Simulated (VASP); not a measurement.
OSZICAR of a VASP run on CdTe (zinc blende):

### OSZICAR
```
       N       E                     dE             d eps       ncg     rms          rms(c)
DAV:   1     0.103396160419E+03    0.10340E+03   -0.82506E+03   520   0.118E+03
DAV:   2    -0.675382630029E+00   -0.10407E+03   -0.99484E+02   580   0.277E+02
DAV:   3    -0.500166296841E+01   -0.43263E+01   -0.43124E+01   650   0.591E+01
DAV:   4    -0.504603995709E+01   -0.44377E-01   -0.44374E-01   684   0.518E+00
DAV:   5    -0.504635698413E+01   -0.31703E-03   -0.31703E-03   650   0.357E-01    0.492E+00
DAV:   6    -0.482199822018E+01    0.22436E+00   -0.46962E-01   575   0.847E+00    0.409E+00
DAV:   7    -0.480731755162E+01    0.14681E-01   -0.11358E-01   605   0.242E+00    0.164E+00
DAV:   8    -0.480818093397E+01   -0.86338E-03   -0.95524E-03   540   0.133E+00    0.465E-01
DAV:   9    -0.480854138709E+01   -0.36045E-03   -0.10180E-03   615   0.353E-01    0.964E-02
DAV:  10    -0.480861011702E+01   -0.68730E-04   -0.12190E-04   560   0.116E-01    0.514E-02
DAV:  11    -0.480865724490E+01   -0.47128E-04   -0.86135E-05   548   0.621E-02    0.329E-02
DAV:  12    -0.480865616203E+01    0.10829E-05   -0.33385E-06   634   0.155E-02    0.181E-02
DAV:  13    -0.480865609286E+01    0.69175E-07   -0.78045E-07   555   0.474E-03
   1 F= -.52906858E+01 E0= -.52906858E+01  d E =-.403076E-15
```

Task: Which electronic solver shows in the log?

Result: It is blocked Davidson (ALGO = Normal, or the opening steps of other solvers). The INCAR had ALGO = Normal.

Task: Can the final energy be trusted as converged?

Result: Self-consistency was reached. It stopped with EDIFF = 1E-7, NELM = 100 (PBE GGA with D3 dispersion (zero damping), plane waves, VASP's PBE PAW potentials (set 64)).

The compound is CdTe in the zinc blende structure. This cell is one point of a volume scan, at 1.06 of the reference volume.
